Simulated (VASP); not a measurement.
Calculation: PBE GGA with D4 dispersion, VASP's PBE PAW potentials (set 64) (plane waves; VASP 6.6.1).

VASP input:

INCAR:
```
ALGO  =  Normal
EDIFF  =  1E-6
EDIFFG  =  -0.01
ENCUT  =  520
GGA  =  PE
IBRION  =  2
ISIF  =  3
ISMEAR  =  0
IVDW  =  13
LASPH  =  .TRUE.
LCHARG  =  .FALSE.
LMAXMIX  =  4
LREAL  =  .FALSE.
LWAVE  =  .FALSE.
NELM  =  100
NSW  =  60
PREC  =  Accurate
SIGMA  =  0.05
SYSTEM  =  BAs
```

KPOINTS:
```
Automatic mesh
0
Gamma
9 9 9
0 0 0
```

File POSCAR:
```
BAs
1
    0.0000000000     2.3900000000     2.3900000000
    2.3900000000     0.0000000000     2.3900000000
    2.3900000000     2.3900000000     0.0000000000
B As
1 1
Direct
  0.0000000000   0.0000000000   0.0000000000
  0.2500000000   0.2500000000   0.2500000000
```

POTCAR, in this order: B As (PBE.64 set). Program: vasp_std.

Task: What will the output report for the number of irreducible k-points (NKPTS), largest plane-wave count, number of space-group operations, FFT grid (NGX, NGY, NGZ)?

Result: 
```
Item                                          Result
--------------------------------------  ------------
number of irreducible k-points (NKPTS)            35
largest plane-wave count                         751
number of space-group operations                  24
FFT grid (NGX, NGY, NGZ)                28 × 28 × 28
```

The compound is BAs in the zinc blende structure. This run relaxes it. Symmetry was kept, so distortions that lower it aren't found.
